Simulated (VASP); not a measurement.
# Which native defect does TiSi2 form most easily?

Aim: formation energies of the vacancies and antisites of TiSi2, in the two limits of its composition. The start is a computed cell from the Materials Project.

Calculated with VASP 6.6.1; LDA; plane waves and PAW (Ti, Si), in the first sound run; inputs show where later runs differ.

**1. The host crystal**

It takes space group Cmcm (No. 63, orthorhombic). The conventional cell has a = 3.530 Å, b = 13.519 Å, c = 3.565 Å, α = 90.00°, β = 90.00°, γ = 90.00°. Ti has 10 Si at 2.58 to 2.81 Å nearest. Nearest to Si lie 4 Si at 2.51 Å and 4 Ti at 2.66 to 2.67 Å. Si has 2 Si at 2.38 Å and 6 Ti at 2.58 to 2.81 Å nearest. Farther neighbours are not listed.

Coordinates:

```xyz
6
Lattice="1.7651 -6.7593 0.0000 1.7651 6.7593 0.0000 0.0000 0.0000 3.5652" Properties=species:S:1:pos:R:3 pbc="T T T"
Ti    1.7651    5.3653    0.8913
Ti    1.7651   -5.3653    2.6739
Si    1.7651   -3.3839    0.8913
Si    1.7651    3.3839    2.6739
Si    1.7651    0.7875    0.8913
Si    1.7651   -0.7875    2.6739
```

**2. Relaxing the host crystal**

The later steps need the crystal at this functional's own lattice; a raised cutoff keeps the stress reliable while the cell changes.

File INCAR:

```
SYSTEM = TiSi2
PREC = Accurate
ENCUT = 350
EDIFF = 1E-06
NELM = 120
ISMEAR = 0
SIGMA = 0.05
LREAL = .FALSE.
ALGO = Normal
GGA = CA
NBANDS = 18
LASPH = .TRUE.
LORBIT = 11
LWAVE = .FALSE.
LCHARG = .FALSE.
KPAR = 8
IBRION = 2
NSW = 40
ISIF = 3
EDIFFG = -0.02
POTIM = 0.4
```

File POSCAR:

```
TiSi2
1.0
    1.7651050250     -6.7592815350      0.0000000000
    1.7651050250      6.7592815350      0.0000000000
    0.0000000000      0.0000000000      3.5651739700
Ti Si
2 4
Direct
    0.1031180800      0.8968819200      0.2500000000
    0.8968819200      0.1031180800      0.7500000000
    0.7503148200      0.2496851800      0.2500000000
    0.2496851800      0.7503148200      0.7500000000
    0.4417485500      0.5582514500      0.2500000000
    0.5582514500      0.4417485500      0.7500000000
```

File KPOINTS:

```
Automatic mesh
0
Gamma
6 6 5
0 0 0
```

PAW data sets: Ti and Si (LDA family, release 64).

The run is started by

```sh
$ mpirun -np 8 vasp_std
```

Log:

```text
[banner, memory and clock lines left out]
running    8 mpi-ranks, on    1 nodes
 distrk:  each k-point on    1 cores,    8 groups
 distr:  one band on    1 cores,    1 groups

 POSCAR found type information on POSCAR TiSi
 POSCAR found :  2 types and       6 ions
|                                                                             |
|           W    W    AA    RRRRR   N    N  II  N    N   GGGG   !!!           |
|           W    W   A  A   R    R  NN   N  II  NN   N  G    G  !!!           |
|           W    W  A    A  R    R  N N  N  II  N N  N  G       !!!           |
|           W WW W  AAAAAA  RRRRR   N  N N  II  N  N N  G  GGG   !            |
|           WW  WW  A    A  R   R   N   NN  II  N   NN  G    G                |
|           W    W  A    A  R    R  N    N  II  N    N   GGGG   !!!           |
|                                                                             |
|     For optimal performance we recommend to set                             |
|       NCORE = 2 up to number-of-cores-per-socket                            |
|     NCORE specifies how many cores store one orbital (NPAR=cpu/NCORE).      |
|     This setting can greatly improve the performance of VASP for DFT.       |
|     The default, NCORE=1 might be grossly inefficient on modern             |
|     multi-core architectures or massively parallel machines. Do your        |
|     Unfortunately you need to use the default for GW and RPA                |
|     calculations (for HF NCORE is supported but not extensively tested      |
|     yet).                                                                   |
|                                                                             |

 LDA part: xc-table for (Slater(with rela. corr.)+CA(PZ))
 , standard interpolation
 POSCAR, INCAR and KPOINTS ok, starting setup
 FFT: planning ... GRIDC
 FFT: planning ... GRID_SOFT
 FFT: planning ... GRID
 WAVECAR not read
 entering main loop
       N       E                     dE             d eps       ncg     rms          rms(c)
DAV:   1     0.877384294846E+02    0.87738E+02   -0.69196E+03  1404   0.857E+02
DAV:   2    -0.349555863077E+02   -0.12269E+03   -0.11919E+03  1420   0.209E+02
DAV:   3    -0.482721287433E+02   -0.13317E+02   -0.12942E+02  2048   0.642E+01
DAV:   4    -0.485814046399E+02   -0.30928E+00   -0.30605E+00  1932   0.105E+01
DAV:   5    -0.485860821440E+02   -0.46775E-02   -0.46738E-02  2000   0.138E+00    0.249E+01
DAV:   6    -0.457238762698E+02    0.28622E+01   -0.39134E+01  2126   0.392E+01    0.713E+00
DAV:   7    -0.451290343857E+02    0.59484E+00   -0.12033E+01  2134   0.261E+01    0.849E+00
DAV:   8    -0.448664140606E+02    0.26262E+00   -0.17105E+00  2038   0.988E+00    0.633E-01
DAV:   9    -0.448664104655E+02    0.35951E-05   -0.42589E-02  2038   0.146E+00    0.484E-01
DAV:  10    -0.448661716285E+02    0.23884E-03   -0.10689E-03  1894   0.214E-01    0.185E-01
DAV:  11    -0.448661749497E+02   -0.33212E-05   -0.32228E-04  1940   0.151E-01    0.509E-02
DAV:  12    -0.448661656999E+02    0.92498E-05   -0.11388E-04  2158   0.799E-02    0.159E-02
DAV:  13    -0.448661641144E+02    0.15855E-05   -0.61140E-06  1838   0.170E-02    0.684E-03
DAV:  14    -0.448661639585E+02    0.15590E-06   -0.50198E-07   906   0.529E-03
   1 F= -.44866164E+02 E0= -.44865472E+02  d E =-.448662E+02
 curvature:   0.00 expect dE= 0.000E+00 dE for cont linesearch  0.000E+00
 trial: gam= 0.00000 g(F)=  0.970E-03 g(S)=  0.157E+00 ort = 0.000E+00 (trialstep = 0.100E+01)
 search vector abs. value=  0.158E+00
 bond charge predicted
       N       E                     dE             d eps       ncg     rms          rms(c)
DAV:   1    -0.449490748122E+02   -0.82911E-01   -0.24268E+00  1432   0.125E+01    0.306E+00
DAV:   2    -0.449211563205E+02    0.27918E-01   -0.61067E-02  1882   0.147E+00    0.196E+00
DAV:   3    -0.449102237096E+02    0.10933E-01   -0.63130E-02  1860   0.207E+00    0.467E-01
DAV:   4    -0.449067030441E+02    0.35207E-02   -0.22166E-02  1994   0.113E+00    0.135E-01
DAV:   5    -0.449067207284E+02   -0.17684E-04   -0.44512E-04  1684   0.139E-01    0.140E-01
DAV:   6    -0.449067156377E+02    0.50907E-05   -0.10840E-05  1914   0.225E-02    0.123E-01
DAV:   7    -0.449066762461E+02    0.39392E-04   -0.69934E-05  1646   0.424E-02    0.546E-02
DAV:   8    -0.449066725305E+02    0.37156E-05   -0.88782E-06  1724   0.256E-02    0.433E-02
DAV:   9    -0.449066734095E+02   -0.87896E-06   -0.43504E-07   790   0.489E-03
   2 F= -.44906673E+02 E0= -.44906318E+02  d E =-.405095E-01
[...]
3 F= -.44920235E+02 E0= -.44919705E+02  d E =-.540715E-01
[...]
4 F= -.44925913E+02 E0= -.44925695E+02  d E =-.567734E-02
[...]
5 F= -.44927815E+02 E0= -.44927729E+02  d E =-.757940E-02
 curvature:  -1.00 expect dE=-0.997E-03 dE for cont linesearch -0.248E-05
 trial: gam= 0.09548 g(F)=  0.277E-03 g(S)=  0.716E-03 ort = 0.143E-03 (trialstep = 0.111E+01)
 search vector abs. value=  0.110E-02
 bond charge predicted
       N       E                     dE             d eps       ncg     rms          rms(c)
DAV:   1    -0.449285860771E+02   -0.77090E-03   -0.18577E-02  1420   0.744E-01    0.557E-02
DAV:   2    -0.449285530681E+02    0.33009E-04   -0.62009E-04  2050   0.182E-01    0.444E-02
DAV:   3    -0.449285361644E+02    0.16904E-04   -0.71764E-05  1888   0.565E-02    0.177E-02
DAV:   4    -0.449285311145E+02    0.50499E-05   -0.24726E-05  1984   0.326E-02    0.113E-02
DAV:   5    -0.449285301097E+02    0.10049E-05   -0.47003E-06  1718   0.171E-02    0.274E-03
DAV:   6    -0.449285300435E+02    0.66204E-07   -0.23515E-07   806   0.360E-03
   6 F= -.44928530E+02 E0= -.44928449E+02  d E =-.715191E-03
 trial-energy change:   -0.000715  1 .order   -0.000719   -0.001119   -0.000320
 step:   1.5559(harm=  1.5559)  dis= 0.00350  next Energy=   -44.928598 (dE=-0.783E-03)
 reached required accuracy - stopping structural energy minimisation
```

Run time: 34 s. Hardware: 8 MPI ranks of AMD EPYC 7R43, shared host; peak memory 1.6 GiB; 4.3 min of CPU time.

Lines that name or quote the potential files are left out of all logs, and their timing lines are given in words.

From OUTCAR (step 2):

```text
ion  position               nearest neighbor table
   1  0.103  0.897  0.250-   6 2.58   6 2.58   6 2.58   6 2.58   3 2.66   3 2.66   4 2.67   4 2.67
                             5 2.81   5 2.81
   2  0.897  0.103  0.750-   5 2.58   5 2.58   5 2.58   5 2.58   4 2.66   4 2.66   3 2.67   3 2.67
                             6 2.81   6 2.81
   3  0.750  0.250  0.250-   4 2.51   4 2.51   4 2.51   4 2.51   1 2.66   1 2.66   2 2.67   2 2.67
                             5 3.13   5 3.13
   4  0.250  0.750  0.750-   3 2.51   3 2.51   3 2.51   3 2.51   2 2.66   2 2.66   1 2.67   1 2.67
                             6 3.13   6 3.13
   5  0.442  0.558  0.250-   6 2.38   6 2.38   2 2.58   2 2.58   2 2.58   2 2.58   1 2.81   1 2.81
                             3 3.13   3 3.13
   6  0.558  0.442  0.750-   5 2.38   5 2.38   1 2.58   1 2.58   1 2.58   1 2.58   2 2.81   2 2.81
                             4 3.13   4 3.13

  LATTYP: Found a base centered orthorhombic cell.
 ALAT       =     3.5302100500
 B/A-ratio  =     3.8293934011
 C/A-ratio  =     1.0099042039

 Subroutine GETGRP returns: Found  8 space group operations
 (whereof  4 operations were pure point group operations)

The static configuration has the point symmetry C_2h.
 The point group associated with its full space group is D_2h.

 Found     39 irreducible k-points:

   k-points           NKPTS =     39   k-points in BZ     NKDIM =     39   number of bands    NBANDS=     18

   dimension x,y,z NGX =    48 NGY =   48 NGZ =   24
   dimension x,y,z NGXF=    96 NGYF=   96 NGZF=   48

   ENCUT  =  350.0 eV  25.72 Ry    5.07 a.u.  10.66 10.66  5.44*2*pi/ulx,y,z

   NELECT =      24.0000    total number of electrons

 k-points in reciprocal lattice and weights: Automatic mesh
   0.00000000  0.00000000  0.00000000       0.006
   0.16666667  0.00000000  0.00000000       0.022
   0.33333333 -0.00000000  0.00000000       0.022
   0.50000000 -0.00000000  0.00000000       0.011
   0.16666667  0.16666667  0.00000000       0.011
   0.33333333  0.16666667  0.00000000       0.022
   0.50000000  0.16666667  0.00000000       0.022
  -0.33333333  0.16666667  0.00000000       0.022
  -0.16666667  0.16666667  0.00000000       0.011
[...]
-0.33333333  0.33333333  0.40000000       0.022
   0.50000000  0.50000000  0.40000000       0.011

 average (electrostatic) potential at core
       1 -21.2440       2 -21.2440       3 -82.4929       4 -82.4929       5 -82.4115
       6 -82.4115

 E-fermi :   8.7642

 k-point     1 :       0.0000    0.0000    0.0000
  band No.  band energies     occupation
    ...
      7       6.1492      2.00000
      8       6.2012      2.00000
      9       6.5504      2.00000
     10       6.7337      2.00000
     11       6.7716      2.00000
     12       9.1856      0.00000
     13       9.5729      0.00000
     14       9.6294      0.00000
     15       9.6402      0.00000
     16      10.1457      0.00000
    ...

 k-point     2 :       0.1667    0.0000    0.0000
  band No.  band energies     occupation
    ...
      8       6.0414      2.00000
      9       6.2623      2.00000
     10       7.1939      2.00000
     11       7.4420      2.00000
     12       8.6625      1.99600
     13       9.3604      0.00000
     14       9.6817      0.00000
     15       9.7818      0.00000
     16       9.8964      0.00000
     17      10.4983      0.00000
    ...

 k-point     3 :       0.3333   -0.0000    0.0000
  band No.  band energies     occupation
    ...
      8       6.2455      2.00000
      9       6.5549      2.00000
     10       7.4480      2.00000
     11       7.7708      2.00000
     12       7.8296      2.00000
     13       9.0325      0.00000
     14       9.4488      0.00000
     15       9.8748      0.00000
     16      10.3748      0.00000
     17      10.6386      0.00000
    ...

  Total        0.0450362     -0.0501128     -0.0998906      0.0000000      0.0000000      0.0000000
  in kB        0.8827230     -0.9822259     -1.9578850      0.0000000      0.0000000      0.0000000
  external PRESSURE =      -0.6857960 kB  Pullay stress =       0.0000000 kB

  energy-cutoff  :      350.00
  volume of cell :       81.74
      direct lattice vectors                 reciprocal lattice vectors
     1.743341396 -6.622368044 -0.000000000     0.286805557 -0.075501693  0.000000000
     1.743341396  6.622368044  0.000000000     0.286805557  0.075501693 -0.000000000
     0.000000000  0.000000000  3.540153501     0.000000000 -0.000000000  0.282473627

 POSITION                                       TOTAL-FORCE (eV/Angst)
 -----------------------------------------------------------------------------------
      1.74334      5.26717      0.88504         0.000000      0.006912      0.000000
      1.74334     -5.26717      2.65512         0.000000     -0.006912     -0.000000
      1.74334     -3.31780      0.88504         0.000000     -0.001320     -0.000000
      1.74334      3.31780      2.65512         0.000000      0.001320      0.000000
      1.74334      0.79111      0.88504         0.000000      0.016818      0.000000
      1.74334     -0.79111      2.65512         0.000000     -0.016818     -0.000000
 -----------------------------------------------------------------------------------
    total drift:                               -0.000000      0.000000     -0.000000

  FREE ENERGIE OF THE ION-ELECTRON SYSTEM (eV)
  ---------------------------------------------------
  free  energy   TOTEN  =       -44.9285300435 eV

  energy  without entropy=      -44.9283675726  energy(sigma->0) =      -44.92844881

 reached required accuracy - stopping structural energy minimisation

 total charge
# of ion       s       p       d       tot
------------------------------------------
    1        0.426   0.661   2.916   4.003
    2        0.426   0.661   2.916   4.003
    3        0.755   0.916   0.000   1.671
    4        0.755   0.916   0.000   1.671
    5        0.778   0.939   0.000   1.717
    6        0.778   0.939   0.000   1.717
--------------------------------------------------
tot          3.918   5.032   5.831  14.782

[... 3 further parts left out ...]
```

CONTCAR:

```
TiSi2
   1.00000000000000
     1.7433413959797701   -6.6223680439411332   -0.0000000000000000
     1.7433413959797701    6.6223680439411332    0.0000000000000000
     0.0000000000000000    0.0000000000000000    3.5401535012899434
  Ti              Si
     2     4
Direct
     0.1023201035443450    0.8976798964556550    0.2500000000000000
     0.8976798964556550    0.1023201035443450    0.7500000000000000
     0.7504991732188810    0.2495008267811189    0.2500000000000000
     0.2495008267811189    0.7504991732188810    0.7500000000000000
     0.4402702236039058    0.5597297763960941    0.2500000000000000
     0.5597297763960941    0.4402702236039058    0.7500000000000000
```

The k-mesh is coarse for a metal. The data set Ti keeps the semicore shell frozen, which is cheaper and a little less accurate. The run keeps the 8 symmetry operations of its start, so it cannot find a distortion of lower symmetry.

Step by step:

```csv
step,energy less that of the first step (eV),largest force (eV/Å),pressure (GPa),volume (Å³)
1,0.0000,0.1102,-5.36,85.07
2,-0.0405,0.2523,3.12,80.49
3,-0.0541,0.2019,0.10,81.97
4,-0.0597,0.1164,0.07,81.83
5,-0.0617,0.0469,0.06,81.70
6,-0.0624,0.0168,-0.07,81.74
```

| conventional cell, symmetrised | before | after | change |
| --- | --- | --- | --- |
| a (Å) | 3.530 | 3.487 | -1.2 % |
| b (Å) | 13.519 | 13.245 | -2.0 % |
| c (Å) | 3.565 | 3.540 | -0.7 % |
| volume (Å³/atom) | 14.18 | 13.62 | -3.9 % |

The atoms that moved most (Å, as changes of fractional coordinates times the final cell):

| atom | dx | dy | dz | length |
| --- | --- | --- | --- | --- |
| Si6 | 0.000 | -0.020 | 0.000 | 0.020 |
| Si5 | 0.000 | 0.020 | 0.000 | 0.020 |
| Ti1 | 0.000 | 0.011 | 0.000 | 0.011 |
| Ti2 | 0.000 | -0.011 | 0.000 | 0.011 |

Final coordinates:

```xyz
6
Lattice="1.7433 -6.6224 0.0000 1.7433 6.6224 0.0000 0.0000 0.0000 3.5402" Properties=species:S:1:pos:R:3 pbc="T T T"
Ti    1.7433    5.2672    0.8850
Ti    1.7433   -5.2672    2.6551
Si    1.7433   -3.3178    0.8850
Si    1.7433    3.3178    2.6551
Si    1.7433    0.7911    0.8850
Si    1.7433   -0.7911    2.6551
```

Numbers from this step:

```
electronic cycles                               : 49
electrons                                       : 24
free energy (TOTEN)                             : -44.93 eV
energy at zero smearing                         : -44.93 eV
Fermi energy                                    : 8.764 eV
labelled metallic, from the levels on this mesh : yes
```

The run ended after 6 ionic steps, 0.062 eV below its first step, once forces and stress met EDIFFG = -0.02.

(Continued in part 2 of 7.)

[Lines on the potential files, build, host, timing and source positions are cut from VASP's logs without a mark.]

[Logs are printed without paths, hosts, clocks, repeated set-up lines and the standing remarks that a program may print on its own settings, such as how far it seeks lower states.]

[Hosts, paths, dates, database ids (printed as entryN), source tags and the programs' standing remarks are cut or masked in the printed files.]

[In band tables of VASP the shares of atoms and orbitals are scaled to a sum of 1 inside the atoms' spheres.]

[Runs that stopped without an error message from VASP are left out.]
